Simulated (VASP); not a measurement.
Input for VASP

KPOINTS:
```
Automatic mesh
0
Gamma
10 10 10
0 0 0
```

### POSCAR
```
GaBi
1
    0.0000000000     2.9412325761     2.9412325761
    2.9412325761     0.0000000000     2.9412325761
    2.9412325761     2.9412325761     0.0000000000
Bi Ga
1 1
Direct
  0.0000000000   0.0000000000   1.0000000000
  0.5000000000   0.5000000000   0.5000000000
```

**INCAR**
```
ALGO = Normal
EDIFF = 1E-7
EDIFFG = -0.01
ENCUT = 480
GGA = PS
IBRION = 2
ISIF = 3
ISMEAR = 1
LASPH = T
LCHARG = F
LMAXMIX = 4
LREAL = F
LWAVE = F
NELM = 100
NSW = 40
PREC = Accurate
PSTRESS = 300
SIGMA = 0.1
SYSTEM = GaBi
```

POTCAR, in this order: Bi_d Ga_d (PBE.64 set). Program: vasp_std.

### Question
Translate this PBEsol calculation to Ansatz.

### Answer
One equivalent input (not run):
Ansatz 0.2 input:
```yaml
crystal:
  lattice:
    - [0.0000000, 2.9412326, 2.9412326]
    - [2.9412326, 0.0000000, 2.9412326]
    - [2.9412326, 2.9412326, 0.0000000]
  atoms:
    - { symbol: Bi, position: [0.0000000, 0.0000000, 1.0000000] }
    - { symbol: Ga, position: [0.5000000, 0.5000000, 0.5000000] }
kpoints:
  mp_grid: { grid: [10, 10, 10] }
hamiltonian:
  xc: pbesol
  pseudopotentials: { kind: paw }
scf:
  occupations: { method: methfessel_paxton, width: 0.1 }
  max_iter: 100
relax:
  max_steps: 40
  f_tol: 0.01
  cell: { p_target: 30 }
output: { forces: true, stress: true, eigenvalues: true }
```
What does not carry over: each code has its own PAW files, so the cut-off isn't converted (ENCUT is set for VASP's; basis.ecutwfc is left out, and Ansatz then takes the one that its files recommend); Ansatz stops its SCF on the density residual and VASP on the energy change (EDIFF).

The structure was generated: GaBi was put into the rocksalt type (Fm-3m), which need not be its known phase. This run relaxes it under an external pressure of 30 GPa. Symmetry was kept, so distortions that lower it aren't found.
